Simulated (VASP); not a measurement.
Output of a VASP run:

OSZICAR:
```
       N       E                     dE             d eps       ncg     rms          rms(c)
DAV:   1     0.135389504575E+02    0.13539E+02   -0.40509E+03  1696   0.631E+02
DAV:   2    -0.625645755486E+01   -0.19795E+02   -0.18822E+02  1354   0.126E+02
DAV:   3    -0.637333765959E+01   -0.11688E+00   -0.11677E+00  1617   0.956E+00
DAV:   4    -0.637367026798E+01   -0.33261E-03   -0.33261E-03  1427   0.504E-01
DAV:   5    -0.637367271225E+01   -0.24443E-05   -0.24447E-05  1526   0.396E-02    0.149E+01
DAV:   6    -0.606484799387E+01    0.30882E+00   -0.70663E-01  1316   0.783E+00    0.798E+00
DAV:   7    -0.601974294905E+01    0.45105E-01   -0.18157E-01  1360   0.384E+00    0.253E+00
DAV:   8    -0.601591303228E+01    0.38299E-02   -0.11258E-02  1373   0.103E+00    0.588E-01
DAV:   9    -0.601564237783E+01    0.27065E-03   -0.48960E-04  1354   0.220E-01    0.198E-02
DAV:  10    -0.601564816798E+01   -0.57901E-05   -0.48934E-06  1572   0.162E-02    0.485E-03
DAV:  11    -0.601564816507E+01    0.29063E-08   -0.35951E-08   728   0.196E-03
   1 F= -.60156482E+01 E0= -.60137666E+01  d E =-.564484E-02
```

### OUTCAR
```
------------------------ aborting loop because EDIFF is reached ----------------------------------------
  FORCE on cell =-STRESS in cart. coord.  units (eV):
  Direction    XX          YY          ZZ          XY          YZ          ZX
  --------------------------------------------------------------------------------------
  Total        2.2524622      2.2524622      2.2524622     -0.0000000     -0.0000000      0.0000000
  in kB      251.0822745    251.0822745    251.0822745     -0.0000000     -0.0000000      0.0000000
  external PRESSURE =     251.0822745 kB  Pullay stress =       0.0000000 kB
  volume of cell :       14.37
      direct lattice vectors                 reciprocal lattice vectors
     0.000000000  1.929778000  1.929778000    -0.259097160  0.259097160  0.259097160
     1.929778000  0.000000000  1.929778000     0.259097160 -0.259097160  0.259097160
     1.929778000  1.929778000  0.000000000     0.259097160  0.259097160 -0.259097160
 POSITION                                       TOTAL-FORCE (eV/Angst)
 -----------------------------------------------------------------------------------
      0.00000      0.00000      0.00000        -0.000000      0.000000      0.000000
 -----------------------------------------------------------------------------------
    total drift:                                0.000000      0.000000      0.000000
  FREE ENERGIE OF THE ION-ELECTRON SYSTEM (eV)
  ---------------------------------------------------
  free  energy   TOTEN  =        -6.0156481651 eV

  energy  without entropy=       -6.0100033298  energy(sigma->0) =       -6.01376655
```
(Selected blocks of OUTCAR.)

File POSCAR:
```
Pt
1
    0.0000000000     1.9297780000     1.9297780000
    1.9297780000     0.0000000000     1.9297780000
    1.9297780000     1.9297780000     0.0000000000
Pt
1
Direct
  0.0000000000   0.0000000000   0.0000000000
```

Task: Write an INCAR and KPOINTS that could have produced this output.

Result: This is not unique; one that fits is the input of the run itself, PBE GGA, plane waves, VASP's PBE PAW potentials (set 64).

INCAR:
```
ISIF=2
ALGO=Normal   ! blocked Davidson
LREAL=.FALSE.   ! projection in real space or not
ENCUT=300
LMAXMIX=6
GGA=PE
SYSTEM=Pt
EDIFF=1E-6
LASPH=.TRUE.
LCHARG=.FALSE.
LWAVE=.FALSE.
ISMEAR=1   ! Methfessel-Paxton
PREC=Accurate
NELM=100   ! most electronic steps
SIGMA=0.3
```

**KPOINTS**
```
Automatic mesh
0
gamma
  12 12 12
0 0 0
```

POTCAR, in this order: Pt (PBE.64 set). Program: vasp_std.

At this cut-off the stress carries a Pulay error, which pulls relaxed volumes low.

The structure comes from a computed database's Pt entry; how it stands against other phases isn't given here. The cell was not relaxed at this level. The run is one of a series of settings (SIGMA = 0.3, KPOINTS 12×12×12 Γ-centred mesh against the base run), some of them coarse on purpose.
